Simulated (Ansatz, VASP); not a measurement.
One calculation of Cr3Co, two programs

```
Cr Co
1.0
     3.56495    0.00000    0.00000
     0.00000    3.56495    0.00000
     0.00000    0.00000    3.56495
Cr Co
3 1
Direct
  0.00000 0.50000 0.50000
  0.50000 0.00000 0.50000
  0.50000 0.50000 0.00000
  0.00000 0.00000 0.00000
```

Alike in both runs: functional PBE; k mesh 6 × 6 × 6; occupations gaussian, width 0.1 eV; no spin polarisation.

Ansatz relaxed the structure, and its values are those at the end. VASP's run is a single point on that final structure, the one shown.

|  | VASP | Ansatz |
| --- | --- | --- |
| version | VASP 6.6.1 | Ansatz 0.2.0 |
| potentials or method | VASP PAW PBE potentials, release 64 (Cr_pv, Co) | scalar-relativistic, plane waves, PAW |
| plane-wave cutoff (eV) | 520 | 420 |
| valence electrons in the cell | 45 | 59 |

```csv
,VASP,Ansatz,Ansatz less VASP
gap on the k mesh at the Fermi level (eV),none,none,-
pressure (GPa),-0.4,0.1,+0.49
```

A gap of «none» marks a metal or a gap that the smearing closes. The two sets of potentials don't hold the same shells in valence.

Caveats: the run has no spin polarisation, though such a crystal can be magnetic. Spin polarisation is off, so any magnetic state and its effect on volume and gap are missing.
